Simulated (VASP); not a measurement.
Here is the system:

```xyz
2
Lattice="0.0000 2.9224 2.9224 2.9224 0.0000 2.9224 2.9224 2.9224 0.0000" Properties=species:S:1:pos:R:3 pbc="T T T"
Pb     0.0000     0.0000     0.0000
S      2.9224     2.9224     2.9224
```

Level of theory: LDA (Ceperley-Alder, Perdew-Zunger), VASP's LDA PAW potentials (set 64) (plane waves; VASP). Settings: 520 eV cut-off, Gaussian smearing of 0.050 eV, potentials Pb_d S.

Unless said otherwise, spin-orbit coupling is left out, though it shifts the bands of the heavy elements here.

Task: Give the energies of bands 7 to 13 at the high-symmetry points, in eV from the valence-band maximum.

Result: 
| band | Γ | X | U | L | W |
|---|---|---|---|---|---|
| 7 | -6.05 | -7.41 | -8.31 | -9.26 | -8.26 |
| 8 | -2.44 | -5.70 | -5.25 | -2.00 | -4.88 |
| 9 | -2.44 | -3.81 | -3.27 | -2.00 | -4.88 |
| 10 | -2.44 | -3.81 | -2.75 | 0.00 | -1.16 |
| 11 | 5.14 | 3.48 | 3.16 | 0.04 | 1.97 |
| 12 | 5.14 | 5.56 | 4.03 | 1.68 | 4.50 |
| 13 | 5.14 | 5.67 | 4.97 | 1.68 | 4.50 |

The gap is direct, 0.04 eV, from the valence maximum at L to the conduction minimum at L.

Measured: gap 0.37 eV (computed value off by -0.33 eV), as given by Wikipedia, List of semiconductor materials.

The compound is PbS in the rock salt structure. It was relaxed first.
